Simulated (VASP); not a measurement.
# TeP (I-4m2) in VASP: reference runs

Reference runs on TeP: the cell as given.

Everything below comes from runs of VASP 6.6.1. Logs are shortened: lines on timing, memory, paths and dates and some standing lists are left out, and cuts for length are marked.

## Step 1: The structure

Symmetry: I-4m2, No. 119, tetragonal system. Conventional cell: a = 4.498 Å, b = 4.498 Å, c = 6.002 Å, α = 90.00°, β = 90.00°, γ = 90.00°. Te (site symmetry -4m2) is surrounded by 4 P at 2.70 Å. Around P (site symmetry -4m2) lie 4 Te at 2.70 Å.

The cell was built by a generator and needn't be a form met in nature.

## Step 2: Single point, PBE

INCAR

```
  PREC = Accurate
  ENCUT = 520
  EDIFF = 1E-7
  ISMEAR = -1
  SIGMA = 0.05
  LREAL = False
  LASPH = True
  NELM = 80
  ALGO = Normal
  ISIF = 2
  LWAVE = False
  LCHARG = False
  GGA = PE
  NBANDS = 12
```

KPOINTS

```
regular mesh
0
Gamma
  8 8 8
```

POSCAR

```
TeP
1.0
   -2.2492180000      2.2492180000      3.0008357100
    2.2492180000     -2.2492180000      3.0008357100
    2.2492180000      2.2492180000     -3.0008357100
Te P
1 1
Direct
    0.0000000000      0.0000000000      0.0000000000
    0.2500000000      0.7500000000      0.5000000000
```

Potentials or basis: VASP PAW PBE potentials, release 64 (Te, P).

The run is started by

```sh
$ cat potpaw_PBE.64/Te/POTCAR potpaw_PBE.64/P/POTCAR > POTCAR
$ mpirun -np 1 vasp_std > vasp.out
```

OUTCAR:

```text
PREC = Accurate
   ENCUT = 520
   EDIFF = 1E-7
   ISMEAR = -1
   LREAL = False
   LASPH = True
   NELM = 80
   ISIF = 2
   GGA = PE

 ion  position               nearest neighbor table
   1  0.000  0.000  0.000-   2 2.70   2 2.70   2 2.70   2 2.70
   2  0.250  0.750  0.500-   1 2.70   1 2.70   1 2.70   1 2.70

  LATTYP: Found a body centered tetragonal cell.
 ALAT       =     4.4984360000
 C/A-ratio  =     1.3341684577

  Lattice vectors:

 A1 = (  -2.2492180000,   2.2492180000,   3.0008357100)
 A2 = (   2.2492180000,  -2.2492180000,   3.0008357100)
 A3 = (   2.2492180000,   2.2492180000,  -3.0008357100)

Analysis of symmetry for initial positions (statically):
=====================================================================
 Subroutine PRICEL returns:
 Original cell was already a primitive cell.

 Routine SETGRP: Setting up the symmetry group for a
 body centered tetragonal supercell.

 Subroutine GETGRP returns: Found  8 space group operations
 (whereof  8 operations were pure point group operations)
 out of a pool of 16 trial point group operations.

The static configuration has the point symmetry D_2d.

Analysis of symmetry for dynamics (positions and initial velocities):
=====================================================================
 Subroutine PRICEL returns:
 Original cell was already a primitive cell.

 Routine SETGRP: Setting up the symmetry group for a
 body centered tetragonal supercell.

 Subroutine GETGRP returns: Found  8 space group operations
 (whereof  8 operations were pure point group operations)
 out of a pool of 16 trial point group operations.

The dynamic configuration has the point symmetry D_2d.

 Subroutine INISYM returns: Found  8 space group operations
 (whereof  8 operations are pure point group operations),
 and found     1 'primitive' translations

----------------------------------------------------------------------------------------

                                     Primitive cell

  volume of cell :      60.7247

  direct lattice vectors                    reciprocal lattice vectors
    -2.249218000  2.249218000  3.000835710     0.000000000  0.222299484  0.166620251
     2.249218000 -2.249218000  3.000835710     0.222299484  0.000000000  0.166620251
     2.249218000  2.249218000 -3.000835710     0.222299484  0.222299484  0.000000000

  length of vectors
     4.372982756  4.372982756  4.372982756     0.277811750  0.277811750  0.314378945

  position of ions in fractional coordinates (direct lattice)
     0.000000000  0.000000000  0.000000000
     0.250000000  0.750000000  0.500000000

  ion indices of the primitive-cell ions
   primitive index   ion index
                 1           1
                 2           2

----------------------------------------------------------------------------------------

 KPOINTS: regular mesh

Automatic generation of k-mesh.
 Grid dimensions read from file:
 generate k-points for:    8    8    8

 Generating k-lattice:

  Cartesian coordinates                     Fractional coordinates (reciprocal lattice)
     0.000000000  0.027787435  0.020827531     0.125000000 -0.000000000  0.000000000
     0.027787435  0.000000000  0.020827531    -0.000000000  0.125000000  0.000000000
     0.027787435  0.027787435  0.000000000     0.000000000  0.000000000  0.125000000

  Length of vectors
     0.034726469  0.034726469  0.039297368

  Shift w.r.t. Gamma in fractional coordinates (k-lattice)
     0.000000000  0.000000000  0.000000000

 Subroutine IBZKPT returns following result:
 ===========================================

 Found     59 irreducible k-points:

 Following reciprocal coordinates:
            Coordinates               Weight
  0.000000  0.000000  0.000000      1.000000
  0.125000 -0.000000  0.000000      8.000000
  0.250000 -0.000000  0.000000      8.000000
  0.375000 -0.000000  0.000000      8.000000
  0.500000 -0.000000  0.000000      4.000000
  0.125000  0.125000  0.000000      8.000000
[... 16 lines left out ...]
  0.250000  0.125000  0.125000     16.000000
  0.375000  0.125000  0.125000      8.000000
 [... further k-points ...]
   k-points           NKPTS =     59   k-points in BZ     NKDIM =     59   number of bands    NBANDS=     12
   number of dos      NEDOS =    301   number of ions     NIONS =      2
   total plane-waves  NPLWV =  46656
   dimension x,y,z NGX =    36 NGY =   36 NGZ =   36
   dimension x,y,z NGXF=    72 NGYF=   72 NGZF=   72
   ions per type =               1   1
   NGX,Y,Z   is equivalent  to a cutoff of  13.69, 13.69, 13.69 a.u.
   NGXF,Y,Z  is equivalent  to a cutoff of  27.37, 27.37, 27.37 a.u.
 SYSTEM =  unknown system
   PREC   = accura    normal or accurate (medium, high low for compatibility)
   ISTART =      0    job   : 0-new  1-cont  2-samecut
   ICHARG =      2    charge: 1-file 2-atom 10-const
   ISPIN  =      1    spin polarized calculation?
   LNONCOLLINEAR =      F non collinear calculations
   LSORBIT =      F    spin-orbit coupling
   LASPH  =      T    aspherical Exc in radial PAW
   ENCUT  =  520.0 eV  38.22 Ry    6.18 a.u.   8.13  8.13  8.13*2*pi/ulx,y,z
   NELM   =     80;   NELMIN=  2; NELMDL= -5     # of ELM steps
   EDIFF  = 0.1E-06   stopping-criterion for ELM
   LREAL  =      F    real-space projection
   EDIFFG = 0.1E-05   stopping-criterion for IOM
   NSW    =      0    number of steps for IOM
   IBRION =     -1    ionic relax: 0-MD 1-quasi-New 2-CG
   NFREE  =      0    steps in history (QN), initial steepest desc. (CG)
   ISIF   =      2    stress and relaxation
   ISYM   =      2    0-nonsym 1-usesym 2-fastsym
   POTIM  = 0.5000    time-step for ionic-motion
   TEBEG  =    0.0;   TEEND  =   0.0 temperature during run
   PSTRESS=    0.0 pullay stress
   NELECT =      11.0000    total number of electrons
   NUPDOWN=      -1.0000    fix difference up-down
   EMIN   =  10.00;   EMAX   =-10.00  energy-range for DOS
   EFERMI =   0.00;   METHOD = LEGACY
   ISMEAR =    -1;   SIGMA  =   0.05  broadening in eV -4-tet -1-fermi 0-gaus
   EFERMI_NEDOS =   21; number of points for ismear=-14 and -15
   IALGO  =     38    algorithm
   IMIX   =      4    mixing-type and parameters
     AMIX     =   0.40;   BMIX     =  1.00
     AMIX_MAG =   1.60;   BMIX_MAG =  1.00
  volume/ion in A,a.u.               =      30.36       204.90
  Fermi-wavevector in a.u.,A,eV,Ry     =   0.926298  1.750449 11.674174  0.858028
  Thomas-Fermi vector in A             =   2.052245
   LORBIT       =      0    0 simple, 1 ext, 2 COOP (PROOUT), +10 PAW based schemes
   GGA     = PE    functional components
   LHFCALC =     F    Hartree Fock is set to
   AEXX    =    0.0000 exact exchange contribution
   IVDW    =     0    specifies the selected vdW correction
   LEPSILON=     F    determine dielectric tensor
   LRPA    =     F    only Hartree local field effects (RPA)
 non-spin polarized calculation
  energy-cutoff  :      520.00
  volume of cell :       60.72
 maximum number of plane-waves:      1651
 NGX is ok and might be reduce to    36
   NGX = 17   NGY = 17   NGZ = 17

 number of electron      11.0000000 magnetization

 Free energy of the ion-electron system (eV)
  ---------------------------------------------------
  ext. energy  EPLUGINS =         0.00000000
  ---------------------------------------------------
  free energy    TOTEN  =        -7.22187285 eV

  energy without entropy =       -7.21048980  energy(sigma->0) =       -7.21618132

 E-fermi :   5.2667     XC(G=0):  -8.6914

 val. band max:        5.2362681495   @ k =   0.1250   0.1250   0.0000
 cond. band min:       5.2862374107   @ k =  -0.3750   0.3750   0.3750
 fundamental gap:      0.0499692612
 Fermi energy:         5.2667444889

 k-point     1 :       0.0000    0.0000    0.0000
  band No.  band energies     occupation
      1      -8.9692      2.00000
      2      -1.3179      2.00000
      3       1.8631      2.00000
      4       1.8631      2.00000
      5       2.2287      2.00000
      6       4.5583      2.00000
      7       4.8159      1.99976
      8       4.8159      1.99976
      9       9.4581      0.00000
     10      11.0965      0.00000
     11      11.8536      0.00000
     12      13.1995      0.00000

 k-point     2 :       0.1250   -0.0000    0.0000
  band No.  band energies     occupation
      1      -8.8423      2.00000
      2      -1.9254      2.00000
      3       1.6834      2.00000
      4       1.8783      2.00000
      5       2.1765      2.00000
      6       4.8000      1.99982
      7       5.0641      1.96586
      8       5.1698      1.74846
      9      10.0074      0.00000
     10      10.8028      0.00000
     11      11.3709      0.00000
     12      13.1684      0.00000

 k-point     3 :       0.2500   -0.0000    0.0000
  band No.  band energies     occupation
      1      -8.4847      2.00000
      2      -3.1187      2.00000
      3       1.3382      2.00000
      4       1.6274      2.00000
      5       2.0431      2.00000
      6       5.3737      0.21059
      7       5.5163      0.01350
      8       6.2284      0.00000
      9      10.7535      0.00000
     10      10.7730      0.00000
     11      11.1685      0.00000
     12      13.1170      0.00000

 k-point     4 :       0.3750   -0.0000    0.0000
  band No.  band energies     occupation
      1      -8.0022      2.00000
      2      -4.2257      2.00000
      3       1.0659      2.00000
      4       1.3981      2.00000
      5       1.8259      2.00000
      6       5.7927      0.00005
      7       5.8043      0.00004
      8       7.6758      0.00000
      9      10.9220      0.00000
     10      11.4836      0.00000
     11      11.5907      0.00000
     12      12.9692      0.00000

 k-point     5 :       0.5000   -0.0000    0.0000
  band No.  band energies     occupation
      1      -7.7268      2.00000
      2      -4.7245      2.00000
      3       0.9669      2.00000
      4       1.3144      2.00000
      5       1.7329      2.00000
      6       5.8617      0.00001
      7       5.9393      0.00000
      8       8.5243      0.00000
      9      11.3515      0.00000
     10      11.6394      0.00000
     11      12.4665      0.00000
     12      12.4809      0.00000
[... 228 lines left out ...]
      1      -6.8981      2.00000
      2      -5.7742      2.00000
      3       0.2696      2.00000
      4       0.2995      2.00000
      5       3.5650      2.00000
      6       3.9847      2.00000
      7       8.6238      0.00000
      8       8.6942      0.00000
      9      10.7880      0.00000
     10      11.6565      0.00000
     11      13.5931      0.00000
     12      13.6874      0.00000

 k-point    22 :       0.1250    0.1250    0.1250
  band No.  band energies     occupation
      1      -8.1722      2.00000
      2      -3.8112      2.00000
      3       0.4091      2.00000
      4       1.1845      2.00000
      5       3.4494      2.00000
      6       4.8324      1.99966
      7       6.2146      0.00000
      8       6.8194      0.00000
      9       9.8769      0.00000
     10      11.6894      0.00000
     11      12.3025      0.00000
     12      14.1646      0.00000

 k-point    23 :       0.2500    0.1250    0.1250
  band No.  band energies     occupation
      1      -7.6946      2.00000
      2      -4.6702      2.00000
      3      -0.0618      2.00000
      4       0.9030      2.00000
      5       3.6435      2.00000
      6       5.5197      0.01262
      7       6.6927      0.00000
      8       7.1774      0.00000
      9      10.5174      0.00000
     10      11.2530      0.00000
     11      12.8432      0.00000
     12      13.6846      0.00000

 k-point    24 :       0.3750    0.1250    0.1250
  band No.  band energies     occupation
      1      -7.4118      2.00000
      2      -5.0971      2.00000
      3      -0.2241      2.00000
      4       0.7843      2.00000
      5       3.6507      2.00000
      6       5.8718      0.00001
      7       6.7672      0.00000
      8       7.7207      0.00000
      9      10.2380      0.00000
     10      11.6165      0.00000
     11      12.2528      0.00000
     12      13.2707      0.00000

 [... further k-points ...]

------------------------ aborting loop because EDIFF is reached ----------------------------------------

  FORCE on cell =-STRESS in cart. coord.  units (eV):
  Direction    XX          YY          ZZ          XY          YZ          ZX
  --------------------------------------------------------------------------------------
  -------------------------------------------------------------------------------------
  Total        1.5007016      1.5007016      0.5852829      0.0000000      0.0000000      0.0000000
  in kB       39.5949325     39.5949325     15.4422696      0.0000000      0.0000000      0.0000000
  external PRESSURE =      31.5440449 kB  Pullay stress =       0.0000000 kB

 VOLUME and BASIS-vectors are now :
 -----------------------------------------------------------------------------
  energy-cutoff  :      520.00
  volume of cell :       60.72
      direct lattice vectors                 reciprocal lattice vectors
    -2.249218000  2.249218000  3.000835710     0.000000000  0.222299484  0.166620251
     2.249218000 -2.249218000  3.000835710     0.222299484  0.000000000  0.166620251
     2.249218000  2.249218000 -3.000835710     0.222299484  0.222299484  0.000000000

 POSITION                                       TOTAL-FORCE (eV/Angst)
 -----------------------------------------------------------------------------------
      0.00000      0.00000      0.00000        -0.000000      0.000000     -0.000000
      2.24922      0.00000      1.50042         0.000000     -0.000000      0.000000
 -----------------------------------------------------------------------------------
    total drift:                                0.000000     -0.000000     -0.000000

  FREE ENERGIE OF THE ION-ELECTRON SYSTEM (eV)
  ---------------------------------------------------
  free  energy   TOTEN  =        -7.2218728476 eV

  energy  without entropy=       -7.2104898020  energy(sigma->0) =       -7.21618132
```

Run time: 18 s. Hardware: 1 thread of Intel Xeon 6975P-C (Granite Rapids), shared host; peak memory 0.22 GiB.

Results:

```
Free energy            : -7.2219 eV
Pressure               : 3.2 GPa
Band gap on the k mesh : none (metal or under the smearing width)
```

Levels at points of the mesh, in eV from the Fermi level:
```csv
k point,band 3,band 4,band 5,band 6,band 7,band 8,band 9,band 10
"(0.00, 0.00, 0.00)",-3.40,-3.40,-3.04,-0.71,-0.45,-0.45,4.19,5.83
"(0.50, 0.00, 0.00)",-4.30,-3.95,-3.53,0.59,0.67,3.26,6.08,6.37
"(0.50, 0.50, 0.00)",-5.00,-4.97,-1.70,-1.28,3.36,3.43,5.52,6.39
"(0.50, 0.50, 0.50)",-5.27,-5.27,-1.97,-1.53,3.56,3.56,5.90,6.71
```
